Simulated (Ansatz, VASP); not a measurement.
CsBa3: VASP beside Ansatz

The input INCAR:

```
SYSTEM = CsBa3
PREC     = Accurate       ! precision mode
ENCUT    = 520            ! plane-wave cutoff, eV
EDIFF    = 1E-7           ! SCF threshold, eV
ISMEAR   = 0              ! smearing method
SIGMA    = 0.1            ! smearing width, eV
LREAL    = .FALSE.        ! projectors in reciprocal space
LASPH    = .TRUE.         ! aspherical terms in the spheres
NELM     = 100            ! most SCF steps
ALGO     = Normal         ! electronic algorithm
ISIF     = 2              ! what is computed and relaxed
LWAVE    = .FALSE.        ! write WAVECAR
LCHARG   = .TRUE.         ! write CHGCAR
GGA      = PS             ! functional
LELF     = .TRUE.         ! ELF
LVHAR    = .TRUE.       
NBANDS   = 28             ! bands
```

KPOINTS

```
regular mesh
0
G
  6 6 6
  0 0 0
```

File POSCAR:

```
CsBa3
1.0
    6.3720292282      0.0228511237      0.0354654723
    0.0228511237      6.4997577634     -0.0573259403
    0.0354654723     -0.0573259403      6.4424978668
Cs Ba
1 3
Direct
    0.0017836672      0.0015595732      0.0077433566
   -0.0030570663      0.4897159018      0.5033159857
    0.4981572810     -0.0127037079      0.4983844033
    0.5031146039      0.5214282329     -0.0094422315
```

Input for Ansatz:

```yaml
crystal:
  lattice:
    - [6.3720292282, 0.0228511237, 0.0354654723]
    - [0.0228511237, 6.4997577634, -0.0573259403]
    - [0.0354654723, -0.0573259403, 6.4424978668]
  atoms:
    - { symbol: Cs, position: [0.0017836672, 0.0015595732, 0.0077433566] }
    - { symbol: Ba, position: [-0.0030570663, 0.4897159018, 0.5033159857] }
    - { symbol: Ba, position: [0.498157281, -0.0127037079, 0.4983844033] }
    - { symbol: Ba, position: [0.5031146039, 0.5214282329, -0.0094422315] }
basis:
  ecutwfc: 420
kpoints:
  mp_grid: { grid: [6, 6, 6] }
hamiltonian:
  xc: pbesol
scf:
  occupations: { method: gaussian, width: 0.1 }
output:
  forces: true
  stress: true
  eigenvalues: true
```

Change from the starting cell: all atoms moved at random, cell strained at random.

Alike in both runs: task single point; functional PBEsol; k mesh 6 × 6 × 6; occupations gaussian, width 0.1 eV; no spin polarisation.

|  | VASP | Ansatz |
| --- | --- | --- |
| version | VASP 6.6.1 | Ansatz 0.2.0 |
| potentials or method | VASP PAW PBE potentials, release 64 (Cs_sv, Ba_sv) | scalar-relativistic, plane waves, PAW |
| plane-wave cutoff (eV) | 520 | 420 |
| valence electrons in the cell | 39 | 39 |

|  | VASP | Ansatz | Ansatz less VASP |
| --- | --- | --- | --- |
| gap on the k mesh at the Fermi level (eV) | none | none | - |
| pressure (GPa) | 0.0 | 0.0 | -0.03 |
| largest component of the traceless stress (GPa) | 0.12 | 0.12 | 0.000 |
| rms of the force components (eV/Å) | 0.086 | 0.085 | -0.0011 |

Atom by atom the forces differ by 0.001 eV/Å (rms over components). A gap of «none» marks a metal or a gap that the smearing closes. The functional is the same, so the differences come from potentials, cutoffs and numerics.

Caveats: the PAW data sets were made with another functional, which shifts forces and pressure a little (VASP). The runs have no spin-orbit coupling, so splittings on Ba, Cs are missing.
